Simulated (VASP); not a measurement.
A convergence study with VASP on GaN (zinc blende): one setting is varied, all else stays as given below, so the limit is that of these other settings.

```xyz
2
Lattice="0.0000 2.2600 2.2600 2.2600 0.0000 2.2600 2.2600 2.2600 0.0000" Properties=species:S:1:pos:R:3 pbc="T T T"
Ga     0.0000     0.0000     0.0000
N      1.1300     1.1300     1.1300
```

The numbers are results of PBE GGA, VASP's PBE PAW potentials (set 64) (plane waves; VASP), not measurements. The tightest run used: 700 eV cut-off, 19×19×19 Γ-centred mesh, tetrahedra with Blöchl corrections, potentials Ga_d N.

Gaps are read on the run's mesh, which can miss a band edge.

```tsv
setting	E (eV/atom)	pressure (GPa)	gap on the mesh (eV)	irreducible k-points
3×3×3 mesh	-5.9290	3.61	1.601	4
4×4×4 mesh	-6.0449	3.24	1.650	8
5×5×5 mesh	-6.0687	3.24	1.664	10
```

**Question.** These are the cheaper rows. Estimate the results at 19×19×19 mesh, and how far the last row shown lies from them.

**Answer.** 
```
quantity              tightest run  last row shown is off by
--------------------  ------------  ------------------------
E (eV/atom)                -6.0768                    0.0080
pressure (GPa)                3.32                     -0.09
gap on the mesh (eV)         1.670                    -0.006
```

Left out are rungs that failed or repeat a setting and relaxations that didn't move; long series are thinned to 24 rows.

The compound is GaN in the zinc blende structure, a metastable form; wurtzite is the usual one. The cell was not relaxed at this level.
